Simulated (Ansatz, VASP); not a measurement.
# Cross-check of SbMo between VASP and Ansatz, part 2 of 2

One calculation is typed for both programs; each brings its own data sets. How far apart do they land? The cell is generated by rule, not measured, and may not be a known phase. Of the first pair: The two relaxations start from unlike cells of this crystal (the structure described is Ansatz's start), so only their ends are compared.

VASP 6.6.1 and Ansatz 0.2.0.

So far: The starting structure; VASP: relaxation of cell and atoms, PBE, pair 1; Ansatz: relaxation of cell and atoms, PBE, pair 1; Differences.

## Step 5: Ansatz: relaxation of cell and atoms, PBE, pair 2

Level of this step: Ansatz beside VASP: Kohn-Sham DFT, plane waves, PBE (Ansatz).

The relaxed volume is the usual yardstick between codes: in a stiff, nearly cubic crystal its relative difference is about their pressure difference at one cell divided by the bulk modulus. Its start cell is another than that of the pair before, and may be another structure of the material.

The cell is taken from a series of runs on this material, whose earlier steps may have relaxed, scaled, displaced or heated it; both programs get it as it stands.

Contents of input.yaml:

```yaml
crystal:
  lattice:
    - [3.5775151775, -2.9881e-06, 0.0]
    - [-1.788755001, 3.0982205202, 0.0]
    - [0.0, 0.0, 3.605215461]
  atoms:
    - { symbol: Mo, position: [0.0, 0.0, 0.0] }
    - { symbol: Sb, position: [0.3333333333, 0.6666666667, 0.5] }
kpoints:
  mp_grid: { grid: [15, 15, 12] }
hamiltonian:
  xc: pbe
scf:
  occupations: { method: methfessel_paxton, width: 0.2 }
output:
  forces: true
  stress: true
  eigenvalues: true
  write_density: true
  write_potential: true
  elf: true
  volumetric_format: npy
relax:
  adjacent_minimum: "off"
  f_tol: 0.001
  max_steps: 60
  cell: { stress_tol: 0.01 }
```

On the command line:

```sh
> ansatz run input.yaml --threads 4 --pin off --max-ram 8192MiB --backend cpu --events-out ev --progress --plain --runs-dir out
```

Numbers of over 12 decimals in the logs are rounded to 6 here.

What it wrote:

```text
[...]
Crystal: 2 atoms, lattice volume = 39.960 Å³
Basis set: ecut = 420 eV, 763 PW (Γ), exchange–correlation on 48×48×50 points (8 copies of the dense FFT grid, shifted against one another)
Bands: 19, of which v1, the nominal top of the filled ones, is band 15 counted from 1 (14 counted from 0)
Symmetry: 12 space group operations
[...]
k-points: 189 of 2700 (time reversal used)
[...]
k-point 188: bands = [... 11 lower, 11.6607, 13.3028, 15.0656, 16.9692, 18.5228, 19.1448, 19.2513, 20.1464]
--- Relaxed structure (3 steps of the walk, 2 accepted, 1 SCFs on fresh bases) ---
[...]
cell:  # Å, volume = 39.9540 Å³
    - [3.576988, -2.9876479735751195e-6, 0]
    - [-1.788491, 3.097764, 0]
    - [0, 0, 3.605740]
  atoms:
    - { symbol: Mo, position: [0, -2.7755575615628914e-17, 0] }
    - { symbol: Sb, position: [0.333333, 0.666667, 0.5] }
[key lines of the parts left out:]
SCF converged after 4 iterations
Free energy (F): -11439.988148 eV
Fermi energy:    16.254016 eV
P = ⅓ Tr σ = -0.0012 GPa (-0.012 kbar)
```

## Step 6: VASP: relaxation of cell and atoms, PBE, pair 2

The same cell, functional, mesh and smearing now go to VASP, with its own data sets.

Contents of INCAR:

```
SYSTEM = SbMo
PREC = Accurate
ENCUT = 500
EDIFF = 1E-07
NELM = 120
ISMEAR = 1
SIGMA = 0.2
LREAL = .FALSE.
ALGO = Normal
GGA = PE
NBANDS = 15
LASPH = .TRUE.
LORBIT = 11
LWAVE = .FALSE.
LCHARG = .FALSE.
ISIF = 3
IBRION = 2
NSW = 80
EDIFFG = -0.005
GGA_COMPAT = .FALSE.
NELMIN = 4
KPAR = 2
```

Contents of POSCAR:

```
SbMo
1.0
    3.5775150000     -0.0000030000      0.0000000000
   -1.7887550000      3.0982210000      0.0000000000
    0.0000000000      0.0000000000      3.6052150000
Mo Sb
1 1
Direct
    0.0000000000      0.0000000000      0.0000000000
    0.3333333333      0.6666666667      0.5000000000
```

Contents of KPOINTS:

```
Automatic mesh
0
Gamma
15 15 12
0 0 0
```

Potentials, in the order of the species: Mo_sv and Sb (PBE family, release 64).

On the command line:

```sh
> mpirun -np 2 vasp_std
```

What it wrote:

```text
[... set-up lines as in an earlier step ...]
 entering main loop
       N       E                     dE             d eps       ncg     rms          rms(c)
DAV:   1     0.125448913966E+03    0.12545E+03   -0.89460E+03  5702   0.111E+03
DAV:   2    -0.122864317499E+02   -0.13774E+03   -0.13457E+03  7441   0.309E+02
DAV:   3    -0.150639533277E+02   -0.27775E+01   -0.27564E+01  6566   0.451E+01
DAV:   4    -0.150884062789E+02   -0.24453E-01   -0.24408E-01  7174   0.505E+00
[...]
DAV:  12    -0.145693492211E+02    0.12940E-05   -0.90102E-07  6202   0.653E-03    0.153E-03
DAV:  13    -0.145693488083E+02    0.41280E-06   -0.58164E-08  4000   0.204E-03    0.948E-04
DAV:  14    -0.145693488747E+02   -0.66383E-07   -0.44395E-09  3031   0.571E-04
   1 F= -.14569349E+02 E0= -.14569766E+02  d E =-.145693E+02
[...]
N       E                     dE             d eps       ncg     rms          rms(c)
DAV:   1    -0.145700127096E+02   -0.66390E-03   -0.13854E-02  5677   0.127E+00    0.227E-01
[...]
DAV:   6    -0.145693405906E+02   -0.13650E-05   -0.31955E-07  6006   0.379E-03    0.555E-04
DAV:   7    -0.145693405308E+02    0.59822E-07   -0.25671E-08  2884   0.121E-03
   2 F= -.14569341E+02 E0= -.14569755E+02  d E =0.834386E-05
 trial-energy change:    0.000008  1 .order    0.000011   -0.000037    0.000059
 step:   0.4272(harm=  0.3823)  dis= 0.00000  next Energy=   -14.569357 (dE=-0.805E-05)
[...]
N       E                     dE             d eps       ncg     rms          rms(c)
DAV:   1    -0.145695808297E+02   -0.24024E-03   -0.45482E-03  5677   0.728E-01    0.129E-01
DAV:   2    -0.145693866884E+02    0.19414E-03   -0.11822E-03  5670   0.291E-01    0.313E-02
DAV:   3    -0.145693626147E+02    0.24074E-04   -0.62425E-05  5691   0.537E-02    0.136E-02
DAV:   4    -0.145693581202E+02    0.44945E-05   -0.13871E-05  6111   0.316E-02    0.571E-03
DAV:   5    -0.145693576443E+02    0.47586E-06   -0.39940E-07  6783   0.582E-03    0.406E-03
DAV:   6    -0.145693569920E+02    0.65238E-06   -0.10458E-07  4482   0.231E-03    0.269E-04
DAV:   7    -0.145693570107E+02   -0.18713E-07   -0.94579E-09  2835   0.911E-04
   3 F= -.14569357E+02 E0= -.14569773E+02  d E =-.813602E-05
[...]
reached required accuracy - stopping structural energy minimisation
```

Parts of OUTCAR (step 6):

```text
  Total       -0.0002410     -0.0002410      0.0085365      0.0000000     -0.0000000      0.0000000
  in kB       -0.0096692     -0.0096692      0.3425050      0.0000000     -0.0000000      0.0000000
  external PRESSURE =       0.1077222 kB  Pullay stress =       0.0000000 kB

 POSITION                                       TOTAL-FORCE (eV/Angst)
 -----------------------------------------------------------------------------------
      0.00000      0.00000      0.00000         0.000000     -0.000000     -0.000000
      0.00000      2.06499      1.80221         0.000000      0.000000      0.000000
 -----------------------------------------------------------------------------------
    total drift:                                0.000002      0.000012      0.000000

  FREE ENERGIE OF THE ION-ELECTRON SYSTEM (eV)
  ---------------------------------------------------
  free  energy   TOTEN  =       -14.5693570107 eV

  energy  without entropy=      -14.5706051983  energy(sigma->0) =      -14.56977307

[... 1 part as in an earlier step ...]

[... 3 further parts left out ...]
[key lines of the parts left out:]
E-fermi :  10.8157
```

## Step 7: Differences

What differs besides the data sets and the points named for the pairs above, as far as they apply: the data sets hold 29 valence electrons in Ansatz (on its default PAW (the set named soft_2) files) and 19 in VASP. Total energies have different zeros and are not compared.

Compared:

```csv
quantity,Ansatz,VASP,difference
volume (Å³),39.95,39.93,+0.05 %
"edge a after relaxation, in the typed setting (Å)",3.577,3.577,+0.01 %
"edge c after relaxation, in the typed setting (Å)",3.606,3.604,+0.04 %
```

## Step 8: Summary of results

| Item | Value |
| --- | --- |
| difference in volume (relaxation of cell and atoms, PBE, pair 1) | -0.24 % |
| difference in volume (relaxation of cell and atoms, PBE, pair 2) | 0.055 % |

**Reading.** The difference in volume is -0.24 % (relaxation of cell and atoms, PBE, pair 1), within the 1.2 % picked in this series as the mark of a large difference, as far as the stopping tolerances let one tell. The data sets hold unlike numbers of valence electrons (29 in Ansatz and 19 in VASP), so part of the differences comes from the potentials. How closely two codes agree says nothing of how well the functional describes the real material.

[Lines on the potential files, build, host, timing and source positions are cut from VASP's logs without a mark.]

[Logs are printed without paths, hosts, clocks, repeated set-up lines and the standing remarks that a program may print on its own settings, such as how far it seeks lower states.]

[Hosts, paths, dates, database ids (printed as entryN), source tags and the programs' standing remarks are cut or masked in the printed files.]
